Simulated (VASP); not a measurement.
Data:

```xyz
6
Lattice="3.1919 0.0000 0.0000 -1.5959 2.7642 0.0000 0.0000 0.0000 25.6308" Properties=species:S:1:pos:R:3 pbc="T T T"
Mo     1.5959     0.9214     9.7031
Mo     0.0000     1.8428    15.9277
S      0.0000     1.8428    11.3090
S      0.0000     1.8428     8.0971
S      1.5959     0.9214    17.5337
S      1.5959     0.9214    14.3218
```

Computed with optB88-vdW, VASP's PBE PAW potentials (set 64) (plane waves; VASP 6.6.1). Numerical set-up: PREC = Normal, EDIFF = 1E-5, 400 eV cut-off, 12×12×1 Γ-centred mesh, Gaussian smearing of 0.050 eV, potentials Mo_sv S.

The ions and cell shape at fixed volume are relaxed. Predict the relaxed structure.

```xyz
6
Lattice="3.1910 0.0000 0.0000 -1.5955 2.7635 0.0000 0.0000 0.0000 25.6448" Properties=species:S:1:pos:R:3 pbc="T T T"
Mo     1.5955     0.9212     9.7053
Mo     0.0000     1.8423    15.9395
S      0.0000     1.8423    11.2759
S      0.0000     1.8423     8.1368
S      1.5955     0.9212    17.5080
S      1.5955     0.9212    14.3689
```

How much energy does the relaxation gain?

The energy (σ→0) changes by -8.0 meV/atom, in 8 ionic steps.

The cell is a sheet with vacuum, built from MoS2 (2H layered).
